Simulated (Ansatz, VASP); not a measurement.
## Two plane-wave programs on Al2H2Cl

```
Al H Cl
1.0
     3.23845    0.00000    0.00000
    -1.61923    2.80458    0.00000
     0.00000    0.00000    8.09933
Al H Cl
2 2 1
Cartesian
  0.0000 0.0000 3.5543
  0.0000 0.0000 6.0852
  0.0000 0.0000 7.6808
  0.0000 1.8697 6.0106
  0.0000 1.8697 1.9376
```

Alike in both runs: task relaxation of cell and atoms; functional PBE; dispersion D3(BJ); k mesh 12 × 12 × 6; occupations gaussian, width 0.1 eV; no spin polarisation.

|  | VASP | Ansatz |
| --- | --- | --- |
| version | VASP 6.6.1 | Ansatz 0.2.0 |
| potentials or method | VASP PAW PBE potentials, release 64 (Al, H, Cl) | scalar-relativistic, plane waves, PAW |
| plane-wave cutoff (eV) | 600 | 420 |
| valence electrons in the cell | 15 | 15 |

VASP gave:

| Quantity | Value |
| --- | --- |
| gap on the k mesh at the Fermi level, each at its own relaxed structure (eV) | none |
| relaxed volume (Å³/atom) | 14.62 |
| relaxed cell length with the largest relative difference (Å) | 3.220 |

Estimate Ansatz's values.

gap on the k mesh at the Fermi level, each at its own relaxed structure (eV): none; relaxed volume (Å³/atom): 14.64; relaxed cell length with the largest relative difference (Å): 3.222.

A gap of «none» marks a metal or a gap that the smearing closes.

Caveats: an odd number of electrons without spin polarisation forces a metal; a magnetic or distorted state may lie lower; pairwise dispersion overbinds metals, which lowers pressure and volume.
